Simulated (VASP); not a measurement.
Output of a VASP run:

**OSZICAR**
```
       N       E                     dE             d eps       ncg     rms          rms(c)
DAV:   1     0.364334493938E+03    0.36433E+03   -0.11207E+04  3600   0.163E+03
DAV:   2     0.856462963330E+01   -0.35577E+03   -0.35091E+03  4691   0.681E+02
DAV:   3    -0.120519364215E+02   -0.20617E+02   -0.20144E+02  5900   0.195E+02
DAV:   4    -0.123193089773E+02   -0.26737E+00   -0.26698E+00  5223   0.216E+01
DAV:   5    -0.123235398440E+02   -0.42309E-02   -0.42305E-02  6049   0.259E+00    0.115E+01
DAV:   6    -0.115825732017E+02    0.74097E+00   -0.15061E+00  4468   0.182E+01    0.426E+00
DAV:   7    -0.114615453739E+02    0.12103E+00   -0.46511E-01  4587   0.953E+00    0.663E-01
DAV:   8    -0.114542249351E+02    0.73204E-02   -0.12498E-02  5439   0.162E+00    0.122E-01
DAV:   9    -0.114540745729E+02    0.15036E-03   -0.85853E-04  5235   0.450E-01    0.209E-02
DAV:  10    -0.114540656129E+02    0.89600E-05   -0.33019E-05  5925   0.986E-02    0.397E-03
DAV:  11    -0.114540635282E+02    0.20847E-05   -0.61387E-07  2598   0.151E-02    0.126E-03
DAV:  12    -0.114540631034E+02    0.42480E-06   -0.18028E-07  2283   0.919E-03
   1 F= -.48182313E+01 E0= -.48190458E+01  d E =-.481823E+01
```

### OUTCAR
```
------------------------ aborting loop because EDIFF is reached ----------------------------------------
  FORCE on cell =-STRESS in cart. coord.  units (eV):
  Direction    XX          YY          ZZ          XY          YZ          ZX
  --------------------------------------------------------------------------------------
  Total        6.6362612      6.6362606      6.6300184      0.0000000      0.0000000      0.0000000
  in kB      300.0194130    300.0193827    299.7371808      0.0000000      0.0000000      0.0000000
  external PRESSURE =      -0.0746745 kB  Pullay stress =     300.0000000 kB
  volume of cell :       35.44
      direct lattice vectors                 reciprocal lattice vectors
     1.491819712 -2.583907406  0.000000000     0.335161143 -0.193505386  0.000000000
     1.491819712  2.583907406  0.000000000     0.335161143  0.193505386  0.000000000
     0.000000000  0.000000000  4.596861466     0.000000000  0.000000000  0.217539730
 POSITION                                       TOTAL-FORCE (eV/Angst)
 -----------------------------------------------------------------------------------
      1.49182      0.86130      1.14922         0.000000      0.000000      0.000000
      1.49182     -0.86130      3.44765         0.000000     -0.000000      0.000000
 -----------------------------------------------------------------------------------
    total drift:                                0.000000      0.000609     -0.000015
  FREE ENERGIE OF THE ION-ELECTRON SYSTEM (eV)
  ---------------------------------------------------
  free  energy   TOTEN  =       -11.4540631034 eV

  energy  without entropy=      -11.4565065999  energy(sigma->0) =      -11.45487760
  enthalpy is  TOTEN    =        -4.8182312657 eV   P V=        6.6358318377

 reached required accuracy - stopping structural energy minimisation
```
(Selected blocks of OUTCAR.)

POSCAR:
```
Sc
1
    1.4918197117    -2.5839074061    -0.0000000000
    1.4918197117     2.5839074061     0.0000000000
   -0.0000000000     0.0000000000     4.5968614664
Sc
2
Direct
  0.3333330000   0.6666670000   0.2500000000
  0.6666670000   0.3333330000   0.7500000000
```

Problem. Write an INCAR and KPOINTS that could have produced this output.

Solution. This is not unique; one that fits is the input of the run itself, PBE GGA, plane waves, VASP's PBE PAW potentials (set 64).

INCAR:
```
SIGMA = 0.1   # width (eV)
EDIFFG = -0.02   # ionic stop
LREAL = F
IBRION = 2   # conjugate gradients
LWAVE = F
EDIFF = 1E-6
GGA = PE
LMAXMIX = 4   # l cut-off of mixed one-centre charges
NSW = 40   # most ionic steps
ENCUT = 500
SYSTEM = Sc
NELM = 100   # most electronic steps
LCHARG = F
LASPH = T
ISMEAR = 1   # Methfessel-Paxton
ALGO = Normal
ISIF = 3
PREC = Accurate
PSTRESS = 300
```

### KPOINTS
```
Automatic mesh
0
Gamma
14 14 8
0 0 0
```

POTCAR, in this order: Sc_sv (PBE.64 set). Program: vasp_std.

The compound is Sc in the hcp structure. It was relaxed first under an external pressure of 30 GPa.
